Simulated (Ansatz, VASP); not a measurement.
**SnPHO4 (SnPHO4 (P2_1/c)) in two plane-wave programs**

Aim: how closely do two programs agree when they are given the same cell, functional and k mesh? Of the first pair: The structure shown is the start of the Ansatz relaxation below; VASP solves that cell, so the two are compared at the walk's first step.

Calculated with Ansatz 0.2.0; plane waves, with VASP 6.6.1 beside it; single point at PBEsol.

## (1) The structure

It takes space group P2_1/c (No. 14, monoclinic). The conventional cell has a = 4.670 Å, b = 13.773 Å, c = 5.893 Å, α = 90.00°, β = 98.65°, γ = 90.00°. Nearest to Sn lie 5 O at 2.20 to 2.67 Å. Nearest to H lie 1 O at 1.03 Å. P has 4 O at 1.53 to 1.59 Å nearest. O has 1 P at 1.57 Å and 2 Sn at 2.34 to 2.39 Å nearest. O has 1 H at 1.03 Å and 1 P at 1.59 Å nearest. O has 1 P at 1.53 Å and 2 H at 1.55 to 2.67 Å and 1 Sn at 2.67 Å nearest. Farther neighbours and most contacts between anions are not listed.

## (2) Ansatz: relaxation, PBEsol

Ansatz runs on its default PAW (the set named soft_2) files.

The two programs are compared at the cell with which this relaxation starts, whose forces are those of its first step.

File input.yaml:

```yaml
crystal:
  lattice:
    - [4.670313, 0.0, 0.0]
    - [0.0, 13.772584, 0.0]
    - [-0.885817, 0.0, 5.825784]
  atoms:
    - { symbol: Sn, position: [0.051492, 0.657003, 0.608354] }
    - { symbol: Sn, position: [0.948508, 0.157003, 0.891646] }
    - { symbol: Sn, position: [0.948508, 0.342997, 0.391646] }
    - { symbol: Sn, position: [0.051492, 0.842997, 0.108354] }
    - { symbol: H, position: [0.412031, 0.986437, 0.701477] }
    - { symbol: H, position: [0.587969, 0.486437, 0.798523] }
    - { symbol: H, position: [0.587969, 0.013563, 0.298523] }
    - { symbol: H, position: [0.412031, 0.513563, 0.201477] }
    - { symbol: P, position: [0.571703, 0.650626, 0.063201] }
    - { symbol: P, position: [0.428297, 0.150626, 0.436799] }
    - { symbol: P, position: [0.428297, 0.349374, 0.936799] }
    - { symbol: P, position: [0.571703, 0.849374, 0.563201] }
    - { symbol: O, position: [0.303594, 0.712729, 0.956431] }
    - { symbol: O, position: [0.696406, 0.212729, 0.543569] }
    - { symbol: O, position: [0.696406, 0.287271, 0.043569] }
    - { symbol: O, position: [0.303594, 0.787271, 0.456431] }
    - { symbol: O, position: [0.480645, 0.581739, 0.256902] }
    - { symbol: O, position: [0.519355, 0.081739, 0.243098] }
    - { symbol: O, position: [0.519355, 0.418261, 0.743098] }
    - { symbol: O, position: [0.480645, 0.918261, 0.756902] }
    - { symbol: O, position: [0.681952, 0.590737, 0.875585] }
    - { symbol: O, position: [0.318048, 0.090737, 0.624415] }
    - { symbol: O, position: [0.318048, 0.409263, 0.124415] }
    - { symbol: O, position: [0.681952, 0.909263, 0.375585] }
    - { symbol: O, position: [0.803265, 0.717288, 0.200139] }
    - { symbol: O, position: [0.196735, 0.217288, 0.299861] }
    - { symbol: O, position: [0.196735, 0.282712, 0.799861] }
    - { symbol: O, position: [0.803265, 0.782712, 0.700139] }
basis:
  ecutwfc: 420
  xc_grid: 2
hamiltonian:
  xc: pbesol
kpoints:
  mp_grid: { grid: [6, 2, 5] }
scf:
  occupations: { method: fermi_dirac, width: 0.01 }
  max_iter: 150
output:
  forces: true
  stress: true
relax:
  f_tol: 0.01
  max_steps: 60
  cell: {}
checkpoint:
  write: "../pbesol.run"
  compress: false
  write_wavefunctions: false
  write_every: 100000
```

On the command line:

```
ansatz run input.yaml --threads 4 --pin off --max-ram 6594MiB --backend cpu --events-out ev --progress --plain --runs-dir out
```

Numbers of over 12 decimals in the logs are rounded to 6 here.

The log of the run:

```text
Engine: ansatz 0.2.0, x86_64-unknown-linux-gnu
Pseudopotentials: kind: paw
Pseudopotential: Sn, paw, valence charge 14, recommended cutoff 420 eV (normal), Sn.paw.azcp
Pseudopotential: H, paw, valence charge 1, recommended cutoff 420 eV (normal), H.paw.azcp
Pseudopotential: P, paw, valence charge 5, recommended cutoff 420 eV (normal), P.paw.azcp
Pseudopotential: O, paw, valence charge 6, recommended cutoff 420 eV (normal), O.paw.azcp
Functional definition: PBEsol
  exchange = pbesol_x
  correlation = pbesol_c
Crystal: 28 atoms, lattice volume = 374.728 Å³
Basis set: ecut = 420 eV, 7323 PW (Γ), exchange–correlation on 64×192×80 points (8 copies of the dense FFT grid, shifted against one another)
Bands: 116, of which v1, the nominal top of the filled ones, is band 88 counted from 1 (87 counted from 0)
Symmetry: 4 space group operations
Space group: P21/c (ITA 14), of the structure as read, at distance tolerance 7.2e-5 Å
k-points: 32 of 60
Non-local potential: Sn, projectors of the file, l = 0: 2, l = 1: 2, l = 2: 2, l = 3: 2
Non-local potential: H, projectors of the file, l = 0: 2, l = 1: 1
Non-local potential: P, projectors of the file, l = 0: 2, l = 1: 2, l = 2: 2
Non-local potential: O, projectors of the file, l = 0: 2, l = 1: 2, l = 2: 1
PAW form: soft (Blöchl's): semilocal exchange-correlation on the pseudo side does not see the compensation charge
PAW frozen core: Sn, regenerated for the run's functional, and the local potential with it (the file was generated under x = pbe(κ = 0.804, μ = 0.219515), c = pbe(β = 0.066725))
PAW frozen core: P, regenerated for the run's functional, and the local potential with it (the file was generated under x = pbe(κ = 0.804, μ = 0.219515), c = pbe(β = 0.066725))
PAW frozen core: O, regenerated for the run's functional, and the local potential with it (the file was generated under x = pbe(κ = 0.804, μ = 0.219515), c = pbe(β = 0.066725))
PAW one-centre angular grid: Sn, 590 points (default); XC on 64 Gauss nodes
PAW one-centre angular grid: H, 110 points (default); XC on 64 Gauss nodes
PAW one-centre angular grid: P, 110 points (default); XC on 64 Gauss nodes
PAW one-centre angular grid: O, 110 points (default); XC on 64 Gauss nodes
Initial density: superposition of atomic densities (neutral atoms: chi_scale 0, normalization atom), corrected by the library's trained network
Initial wavefunctions: pseudopotential atomic-orbital guess
Functional: x = pbesol(κ = 0.804, μ = 0.123457), c = pbesol(β = 0.046)
SCF iter   1: F=—  HF=-35805.103854 eV  |F-HF|=—  |Δ(HF+E_count)|=         —  Δρ=1.26e-2  dr2=4.97e-1  ethr=1.77e-3  ⟨swp⟩=6.4  Hψ=17941  notcnv=0  defer=399
preconditioner: auto → Resta (q_TF=auto, 2.405 Å⁻¹)  ε∞=3.1  [insulator: Δε(μ)=3.249 eV  Ē_g=17.573 eV  σ=0.010 eV  W_gap=1.00  n_scr=86 (ndim 8)  ℏωp=25.4 eV  f_vac=0.129  D(μ)=0.00/eV (n_scr^D=0)  ε∞_Penn≈3.1]
SCF iter   2: F=—  HF=-35804.971562 eV  |F-HF|=—  |Δ(HF+E_count)|=   1.32e-1  Δρ=2.77e-3  dr2=1.86e-2  ethr=2.83e-4  ⟨swp⟩=2.3  Hψ=6134  notcnv=0  defer=694
SCF iter   3: F=—  HF=-35804.969636 eV  |F-HF|=—  |Δ(HF+E_count)|=   1.93e-3  Δρ=1.09e-3  dr2=4.23e-3  ethr=1.05e-5  ⟨swp⟩=3.2  Hψ=5699  notcnv=0  defer=694
SCF iter   4: F=—  HF=-35804.970543 eV  |F-HF|=—  |Δ(HF+E_count)|=   9.06e-4  Δρ=5.42e-4  dr2=1.04e-3  ethr=2.41e-6  ⟨swp⟩=2.0  Hψ=5305  notcnv=0  defer=694
SCF iter   5: F=—  HF=-35804.970553 eV  |F-HF|=—  |Δ(HF+E_count)|=   1.02e-5  Δρ=1.37e-4  dr2=5.75e-5  ethr=5.89e-7  ⟨swp⟩=2.0  Hψ=5107  notcnv=0  defer=694
SCF iter   6: F=—  HF=-35804.970726 eV  |F-HF|=—  |Δ(HF+E_count)|=   1.73e-4  Δρ=4.76e-5  dr2=8.34e-6  ethr=3.27e-8  ⟨swp⟩=2.8  Hψ=4877  notcnv=0  defer=694
SCF iter   7: F=—  HF=-35804.970735 eV  |F-HF|=—  |Δ(HF+E_count)|=   8.69e-6  Δρ=3.06e-5  dr2=2.98e-6  ethr=4.74e-9  ⟨swp⟩=2.5  Hψ=5019  notcnv=0  defer=694
SCF iter   8: F=—  HF=-35804.970736 eV  |F-HF|=—  |Δ(HF+E_count)|=   6.25e-7  Δρ=7.18e-6  dr2=1.92e-7  ethr=1.69e-9  ⟨swp⟩=2.5  Hψ=4853  notcnv=0  defer=694
SCF iter   9: F=-35804.970736 eV  HF=-35804.970736 eV  |F-HF|=1.89e-8  |Δ(HF+E_count)|=   3.71e-7  Δρ=1.62e-6  dr2=1.31e-8  ethr=5.68e-11  ⟨swp⟩=5.0  Hψ=12305  notcnv=0
SCF 1 converged in 9 iterations: F = -35804.970736 eV  dr2 = 1.31e-8
  greatest PAW one-centre occupation: 0.994 electrons in one spin orbital (limit 2), on the Sn atom at site 3 (counted from 0), in its partial waves of l = 2
relax step   1: F+E_penalty+E_count = -35804.97073590 eV  Δ(F+E_penalty+E_count) = +0.000e0 eV  max|allowed force component| = 5.506e-1 eV/Å  Δτ_max = 0.0000 Å  P = -2.889 GPa  Ω = 374.728 Å³  (9 SCF iters, dr2 threshold 1.00e-7 eV, accepted)
[...]
relax step  21: F+E_penalty+E_count = -35805.16115690 eV  Δ(F+E_penalty+E_count) = +1.094e-3 eV  max|allowed force component| = 6.435e-3 eV/Å  Δτ_max = 0.0044 Å  P = +0.007 GPa  Ω = 364.982 Å³  energy of the carried Pulay correction = +4.100e-3 eV  (6 SCF iters, dr2 threshold 4.01e-8 eV, accepted)
[...]
relax step  22: F+E_penalty+E_count = -35805.15688506 eV  Δ(F+E_penalty+E_count) = +4.272e-3 eV  max|allowed force component| = 6.392e-3 eV/Å  Δτ_max = 0.0000 Å  P = -0.003 GPa  Ω = 364.982 Å³  stress off target by 1.89e-2 GPa  SCF on the basis re-selected at this cell (its energy is not comparable with the rows above)  (6 SCF iters)
basis re-selected at this cell: Δ(F+E_penalty+E_count) = +4.272e-3 eV, ΔP = -0.010 GPa vs the last step (what re-selecting the basis moved, of the pressure what is left beyond the Pulay correction that the steps carried, after the strain that the cell walked since its last selection, with what the two solves' SCF thresholds leave and, on support functions, any second-order correction that the steps lacked; it is no m [...]
SCF converged after 6 iterations
Free energy (F): -35805.156885 eV
Harris-Foulkes:  -35805.156885 eV  (|F-HF|=7.28e-12)
Internal energy: -35805.156885 eV  (E = F + TS)
E sigma→0 (E₀):  -35805.156885 eV
Fermi energy:    6.691069 eV
--- Per-component energies (eV) ---
  E_band       = -994.433689
  E_kinetic    = 3933.988949
  E_local      = -12917.221040  (includes V_loc(G=0)·N_el)
  E_nonlocal   = 779.167169
  E_hartree    = 5700.127549
  E_xc         = -2973.352053
  E_vxc        = -2184.772460  (∫ρ·V_xc dr)
  E_paw        = -20907.665832  (= ΣΔE_a)
  E_vpaw       = -2005.887490  (= ΣTr[D̂ρ^β])
  E_aug_tail   = 0.035731  (compensation charges beyond the density's cutoff)
  E_ewald      = -9422.125708
  E_core_change = 1.888350  (= ΣΔE_core)
  E_smearing   = -0.000000  (= −TS)
  E_closure    = 0.000000  (closes the sum)
  Σ components = -35805.156885   (vs F -35805.156885, Δ=0.00e0)
--- Forces (eV/Å), atoms counted from 1 ---
  atom   1  Sn     0.00019650    -0.00229976    -0.00273431
  atom   2  Sn    -0.00019650    -0.00229976     0.00273431
  atom   3  Sn    -0.00019650     0.00229976     0.00273431
  atom   4  Sn     0.00019650     0.00229976    -0.00273431
  atom   5  H      0.00024939     0.00490653    -0.00105143
  atom   6  H     -0.00024939     0.00490653     0.00105143
  atom   7  H     -0.00024939    -0.00490653     0.00105143
  atom   8  H      0.00024939    -0.00490653    -0.00105143
  atom   9  P     -0.00411026     0.00639170    -0.00286071
  atom  10  P      0.00411026     0.00639170     0.00286071
  atom  11  P      0.00411026    -0.00639170     0.00286071
  atom  12  P     -0.00411026    -0.00639170    -0.00286071
  atom  13  O      0.00076717    -0.00151382     0.00201645
  atom  14  O     -0.00076717    -0.00151382    -0.00201645
  atom  15  O     -0.00076717     0.00151382    -0.00201645
  atom  16  O      0.00076717     0.00151382     0.00201645
  atom  17  O     -0.00012480     0.00150546     0.00057425
  atom  18  O      0.00012480     0.00150546    -0.00057425
  atom  19  O      0.00012480    -0.00150546    -0.00057425
  atom  20  O     -0.00012480    -0.00150546     0.00057425
  atom  21  O      0.00099329    -0.00269931     0.00090152
  atom  22  O     -0.00099329    -0.00269931    -0.00090152
  atom  23  O     -0.00099329     0.00269931    -0.00090152
  atom  24  O      0.00099329     0.00269931     0.00090152
  atom  25  O      0.00228689    -0.00239876     0.00238077
  atom  26  O     -0.00228689    -0.00239876    -0.00238077
  atom  27  O     -0.00228689     0.00239876    -0.00238077
  atom  28  O      0.00228689     0.00239876     0.00238077
  max |Σ_I F_I| component: 8.67e-19 eV/Å
--- Stress (GPa, compression-positive) ---
        0.001004       0.000000       0.001598
        0.000000       0.008752      -0.000000
        0.001582      -0.000000      -0.018796
  P = ⅓ Tr σ = -0.0030 GPa (-0.030 kbar)
--- Relaxed structure (20 steps of the walk, 19 accepted, 2 SCFs on fresh bases) ---
  F+E_penalty+E_count = -35805.15688506 eV   max|allowed force component| = 6.392e-3 eV/Å   (the final SCF, on the basis selected at the relaxed cell)
  cell:  # Å, volume = 364.9816 Å³
    - [4.632075, 0.0, -0.023525]
    - [0.0, 13.794513, 0.0]
    - [-0.907909, 0.0, 5.716621]
  atoms:
    - { symbol: Sn, position: [0.021430, 0.660513, 0.563728] }
    - { symbol: Sn, position: [0.978570, 0.160513, 0.936272] }
    - { symbol: Sn, position: [0.978570, 0.339487, 0.436272] }
    - { symbol: Sn, position: [0.021430, 0.839487, 0.063728] }
    - { symbol: H, position: [0.406042, 0.989276, 0.692287] }
    - { symbol: H, position: [0.593958, 0.489276, 0.807713] }
    - { symbol: H, position: [0.593958, 0.010724, 0.307713] }
    - { symbol: H, position: [0.406042, 0.510724, 0.192287] }
    - { symbol: P, position: [0.532252, 0.651266, 0.037691] }
    - { symbol: P, position: [0.467748, 0.151266, 0.462309] }
    - { symbol: P, position: [0.467748, 0.348734, 0.962309] }
    - { symbol: P, position: [0.532252, 0.848734, 0.537691] }
    - { symbol: O, position: [0.270844, 0.716345, 0.926022] }
    - { symbol: O, position: [0.729156, 0.216345, 0.573978] }
    - { symbol: O, position: [0.729156, 0.283655, 0.073978] }
    - { symbol: O, position: [0.270844, 0.783655, 0.426022] }
    - { symbol: O, position: [0.435400, 0.585333, 0.232687] }
    - { symbol: O, position: [0.564600, 0.085333, 0.267313] }
    - { symbol: O, position: [0.564600, 0.414667, 0.767313] }
    - { symbol: O, position: [0.435400, 0.914667, 0.732687] }
    - { symbol: O, position: [0.633489, 0.590878, 0.845037] }
    - { symbol: O, position: [0.366511, 0.090878, 0.654963] }
    - { symbol: O, position: [0.366511, 0.409122, 0.154963] }
    - { symbol: O, position: [0.633489, 0.909122, 0.345037] }
    - { symbol: O, position: [0.775051, 0.716587, 0.173182] }
    - { symbol: O, position: [0.224949, 0.216587, 0.326818] }
    - { symbol: O, position: [0.224949, 0.283413, 0.826818] }
    - { symbol: O, position: [0.775051, 0.783413, 0.673182] }
```

Reading the cycles: dr2 is the Hartree energy of the density residual (eV), the measure of convergence; HF is the Harris–Foulkes estimate of the energy, which meets the free energy F at convergence.

[end of part 1 of 3]

[Lines on the potential files, build, host, timing and source positions are cut from VASP's logs without a mark.]

[Logs are printed without paths, hosts, clocks, repeated set-up lines and the standing remarks that a program may print on its own settings, such as how far it seeks lower states.]

[Hosts, paths, dates, database ids (printed as entryN), source tags and the programs' standing remarks are cut or masked in the printed files.]
